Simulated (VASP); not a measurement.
Consider the following.

```
CELL_PARAMETERS angstrom
      4.62508     0.00000     0.00000
      0.00000     4.62508     0.00000
      0.00000     0.00000     4.62508
ATOMIC_POSITIONS crystal
  Ag 0.75000 0.25000 0.75000
  Ag 0.25000 0.75000 0.75000
  Ag 0.75000 0.75000 0.25000
  Ag 0.25000 0.25000 0.25000
  O  0.00000 0.00000 0.00000
  O  0.50000 0.50000 0.50000
```

Level of theory: PBEsol GGA, VASP's PBE PAW potentials (set 64) (plane waves; VASP). Settings: 620 eV cut-off, 5×5×5 Γ-centred mesh, Gaussian smearing of 0.050 eV, potentials Ag O.

Problem. What does the run give for the energy per atom (σ→0), pressure, band gap (on the k-mesh) with the smallest direct gap where there is one?

Solution. 
- band gap (on the k-mesh) = 0.09 eV
- smallest direct gap (on the k-mesh) = 0.09 eV
- energy per atom (σ→0) = -3982 meV/atom
- pressure = 4.99 GPa

Total energies compare only between runs with the same potentials, cut-off and functional.

The compound is Ag2O in the cuprite structure. It was relaxed first under an external pressure of 5 GPa.
